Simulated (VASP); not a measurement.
Method: PBEsol GGA, VASP's PBE PAW potentials (set 64) (plane waves; VASP).

VASP ran on this input.

File QPOINTS:
```
k-points along high-symmetry lines
8
Line-mode
Cartesian
  0.000000   0.000000   0.000000 ! GAMMA
  0.123662  -0.071396   0.000000 ! M

  0.123662  -0.071396   0.000000 ! M
  0.164882  -0.000000   0.000000 ! K

  0.164882  -0.000000   0.000000 ! K
  0.000000   0.000000   0.000000 ! GAMMA

  0.000000   0.000000   0.000000 ! GAMMA
  0.000000   0.000000   0.097531 ! A

  0.000000   0.000000   0.097531 ! A
  0.123662  -0.071396   0.097531 ! L

  0.123662  -0.071396   0.097531 ! L
  0.164882  -0.000000   0.097531 ! H

  0.164882  -0.000000   0.097531 ! H
  0.000000   0.000000   0.097531 ! A

  0.123662  -0.071396   0.097531 ! L
  0.123662  -0.071396   0.000000 ! M

  0.164882  -0.000000   0.097531 ! H
  0.164882  -0.000000   0.000000 ! K
```

File KPOINTS:
```
Regular mesh
0
gamma
 3 3 2
0 0 0
```

### INCAR
```
SYSTEM  =  Se
PREC  =  Accurate; ENCUT  =  400; LREAL  =  .False.
LASPH  =  .True.
EDIFF  =  1E-7; NELM  =  100; ALGO  =  Normal
LMAXMIX  =  4
ISMEAR  =  0; SIGMA  =  0.05
GGA  =  PS
IBRION  =  6; NSW  =  1; ISIF  =  2
POTIM  =  0.015; NFREE  =  2
LWAVE  =  .False.; LCHARG  =  .False.
LPHON_DISPERSION  =  .True.
```

File POSCAR:
```
Se
1
    4.0432859344    -7.0031766452     0.0000000000
    4.0432859344     7.0031766452     0.0000000000
    0.0000000000     0.0000000000    10.2531796808
Se
24
Direct
  0.0000000000   0.1243857938   0.3333335000
  0.0000000000   0.1243857938   0.8333335000
  0.0000000000   0.6243857938   0.3333335000
  0.0000000000   0.6243857938   0.8333335000
  0.5000000000   0.1243857938   0.3333335000
  0.5000000000   0.1243857938   0.8333335000
  0.5000000000   0.6243857938   0.3333335000
  0.5000000000   0.6243857938   0.8333335000
  0.3756142062   0.3756142062   0.0000000000
  0.3756142062   0.3756142062   0.5000000000
  0.3756142062   0.8756142062   0.0000000000
  0.3756142062   0.8756142062   0.5000000000
  0.8756142062   0.3756142062   0.0000000000
  0.8756142062   0.3756142062   0.5000000000
  0.8756142062   0.8756142062   0.0000000000
  0.8756142062   0.8756142062   0.5000000000
  0.1243857938   0.0000000000   0.1666665000
  0.1243857938   0.0000000000   0.6666665000
  0.1243857938   0.5000000000   0.1666665000
  0.1243857938   0.5000000000   0.6666665000
  0.6243857938   0.0000000000   0.1666665000
  0.6243857938   0.0000000000   0.6666665000
  0.6243857938   0.5000000000   0.1666665000
  0.6243857938   0.5000000000   0.6666665000
```

POTCAR, in this order: Se (PBE.64 set). Program: vasp_std.

The run wrote:

OSZICAR:
```
       N       E                     dE             d eps       ncg     rms          rms(c)
DAV:   1     0.750713988747E+03    0.75071E+03   -0.51482E+04  1032   0.116E+03
DAV:   2    -0.159867865068E+02   -0.76670E+03   -0.74061E+03  1250   0.215E+02
DAV:   3    -0.902587417517E+02   -0.74272E+02   -0.72635E+02  1208   0.699E+01
DAV:   4    -0.929573607483E+02   -0.26986E+01   -0.26659E+01  1416   0.120E+01
DAV:   5    -0.930488657981E+02   -0.91505E-01   -0.90967E-01  1360   0.198E+00    0.199E+01
DAV:   6    -0.926120866951E+02    0.43678E+00   -0.32744E-01  1240   0.168E+00    0.123E+01
DAV:   7    -0.924606114084E+02    0.15148E+00   -0.58921E-01  1312   0.220E+00    0.661E-01
DAV:   8    -0.924516829585E+02    0.89284E-02   -0.90865E-02  1200   0.885E-01    0.326E-01
DAV:   9    -0.924524665358E+02   -0.78358E-03   -0.39305E-03  1264   0.171E-01    0.951E-02
DAV:  10    -0.924523549266E+02    0.11161E-03   -0.93676E-04  1288   0.820E-02    0.284E-02
DAV:  11    -0.924523640854E+02   -0.91587E-05   -0.11189E-04  1296   0.275E-02    0.220E-02
DAV:  12    -0.924523642515E+02   -0.16619E-06   -0.20271E-05  1200   0.133E-02    0.182E-02
DAV:  13    -0.924523631994E+02    0.10522E-05   -0.34681E-06  1192   0.563E-03    0.331E-03
DAV:  14    -0.924523630843E+02    0.11512E-06   -0.40625E-07  1016   0.162E-03    0.244E-03
DAV:  15    -0.924523631068E+02   -0.22571E-07   -0.48549E-08   768   0.661E-04
   1 F= -.92452363E+02 E0= -.92452363E+02  d E =-.468523E-10
 Found     2 degrees of freedom:
       N       E                     dE             d eps       ncg     rms          rms(c)
DAV:   1    -0.924512515932E+02    0.11115E-02   -0.18977E-01  1828   0.112E+00    0.134E-01
DAV:   2    -0.924518572804E+02   -0.60569E-03   -0.74493E-03  2040   0.213E-01    0.454E-02
DAV:   3    -0.924518660052E+02   -0.87248E-05   -0.25162E-04  2304   0.377E-02    0.287E-02
DAV:   4    -0.924518607682E+02    0.52371E-05   -0.21395E-05  2096   0.128E-02    0.100E-02
DAV:   5    -0.924518603592E+02    0.40899E-06   -0.31604E-06  2120   0.555E-03    0.340E-03
DAV:   6    -0.924518603089E+02    0.50279E-07   -0.45992E-07  1928   0.178E-03
   2 F= -.92451860E+02 E0= -.92451860E+02  d E =-.468783E-10
       N       E                     dE             d eps       ncg     rms          rms(c)
DAV:   1    -0.924497745573E+02    0.20858E-02   -0.58789E-01  1740   0.190E+00    0.261E-01
DAV:   2    -0.924518456782E+02   -0.20711E-02   -0.25517E-02  2040   0.389E-01    0.858E-02
DAV:   3    -0.924518784510E+02   -0.32773E-04   -0.86384E-04  2312   0.688E-02    0.527E-02
DAV:   4    -0.924518641534E+02    0.14298E-04   -0.73411E-05  2096   0.237E-02    0.172E-02
DAV:   5    -0.924518643341E+02   -0.18072E-06   -0.10507E-05  2120   0.103E-02    0.647E-03
DAV:   6    -0.924518644778E+02   -0.14370E-06   -0.17735E-06  2208   0.339E-03    0.373E-03
DAV:   7    -0.924518644425E+02    0.35276E-07   -0.24507E-07  1448   0.161E-03
   3 F= -.92451864E+02 E0= -.92451864E+02  d E =-.448997E-10
       N       E                     dE             d eps       ncg     rms          rms(c)
DAV:   1    -0.924501825029E+02    0.16820E-02   -0.37664E-01  1728   0.155E+00    0.173E-01
DAV:   2    -0.924515835142E+02   -0.14010E-02   -0.16818E-02  2008   0.322E-01    0.621E-02
DAV:   3    -0.924516189661E+02   -0.35452E-04   -0.62414E-04  2370   0.584E-02    0.406E-02
DAV:   4    -0.924516100319E+02    0.89342E-05   -0.46324E-05  2152   0.192E-02    0.139E-02
DAV:   5    -0.924516094922E+02    0.53971E-06   -0.86575E-06  2128   0.949E-03    0.605E-03
DAV:   6    -0.924516094773E+02    0.14861E-07   -0.12161E-06  2128   0.285E-03    0.335E-03
DAV:   7    -0.924516094156E+02    0.61650E-07   -0.20690E-07  1304   0.136E-03
   4 F= -.92451609E+02 E0= -.92451609E+02  d E =-.478979E-10
       N       E                     dE             d eps       ncg     rms          rms(c)
DAV:   1    -0.924491969932E+02    0.24125E-02   -0.56103E-01  1720   0.189E+00    0.306E-01
DAV:   2    -0.924516290780E+02   -0.24321E-02   -0.28319E-02  2096   0.419E-01    0.101E-01
DAV:   3    -0.924516244407E+02    0.46373E-05   -0.79193E-04  2226   0.781E-02    0.524E-02
DAV:   4    -0.924516081143E+02    0.16326E-04   -0.10812E-04  2112   0.271E-02    0.184E-02
DAV:   5    -0.924516068608E+02    0.12536E-05   -0.11810E-05  2232   0.117E-02    0.839E-03
DAV:   6    -0.924516071347E+02   -0.27388E-06   -0.21662E-06  2008   0.410E-03    0.395E-03
DAV:   7    -0.924516070546E+02    0.80054E-07   -0.40025E-07  1800   0.171E-03
   5 F= -.92451607E+02 E0= -.92451607E+02  d E =-.492072E-10
```

OUTCAR:
```
------------------------ aborting loop because EDIFF is reached ----------------------------------------
  FORCE on cell =-STRESS in cart. coord.  units (eV):
  Direction    XX          YY          ZZ          XY          YZ          ZX
  --------------------------------------------------------------------------------------
  Total       -0.3215643     -0.2392290     -0.4562944     -0.0228118      0.1065244      0.0600367
  in kB       -0.8872792     -0.6600948     -1.2590344     -0.0629438      0.2939284      0.1656567
  external PRESSURE =      -0.9354694 kB  Pullay stress =       0.0000000 kB
  volume of cell :      580.65
      direct lattice vectors                 reciprocal lattice vectors
     4.043285934 -7.003176645  0.000000000     0.123661796 -0.071396171  0.000000000
     4.043285934  7.003176645  0.000000000     0.123661796  0.071396171  0.000000000
     0.000000000  0.000000000 10.253179681     0.000000000  0.000000000  0.097530720
 POSITION                                       TOTAL-FORCE (eV/Angst)
 -----------------------------------------------------------------------------------
      0.50293      0.87110      3.40273        -0.011062      0.008430      0.101565
      0.50293      0.87110      8.54432        -0.000033     -0.000005      0.002754
      2.52457      4.37268      3.41773        -0.002917      0.001764      0.006183
      2.52457      4.37268      8.54432         0.000208     -0.000041     -0.001742
      2.52457     -2.63049      3.41773         0.002356     -0.000624      0.003462
      2.52457     -2.63049      8.54432         0.000267      0.000799     -0.001056
      4.54621      0.87110      3.41773         0.001762     -0.001689      0.003470
      4.54621      0.87110      8.54432        -0.000543     -0.000532     -0.001099
      3.03743      0.00000      0.00000         0.001793     -0.000269     -0.000821
      3.03743      0.00000      5.12659        -0.000950      0.000964     -0.004950
      5.05907      3.50159      0.00000        -0.002589     -0.000979     -0.001149
      5.05907      3.50159      5.12659        -0.000417      0.000036     -0.000228
      5.05907     -3.50159      0.00000        -0.001442      0.001057     -0.000828
      5.05907     -3.50159      5.12659         0.000780     -0.003899     -0.004905
      7.08072      0.00000      0.00000        -0.008783      0.000908     -0.013633
      7.08072      0.00000      5.12659         0.021393      0.008024     -0.028998
      0.50293     -0.87110      1.70886         0.003890     -0.024552     -0.030834
      0.50293     -0.87110      6.83545        -0.005189      0.006917     -0.013400
      2.52457      2.63049      1.70886         0.003907      0.001301     -0.005204
      2.52457      2.63049      6.83545        -0.001567      0.000648     -0.000938
      2.52457     -4.37268      1.70886        -0.001338      0.000378     -0.005200
      2.52457     -4.37268      6.83545         0.001175     -0.001513     -0.000965
      4.54621     -0.87110      1.70886        -0.000204      0.000278     -0.000330
      4.54621     -0.87110      6.83545        -0.000496      0.002600     -0.001153
 -----------------------------------------------------------------------------------
    total drift:                               -0.000324     -0.000078     -0.000248
  FREE ENERGIE OF THE ION-ELECTRON SYSTEM (eV)
  ---------------------------------------------------
  free  energy   TOTEN  =       -92.4516070546 eV

  energy  without entropy=      -92.4516070546  energy(sigma->0) =      -92.45160705
```
(Selected blocks of OUTCAR.)

The cell is a supercell, built from Se (trig).
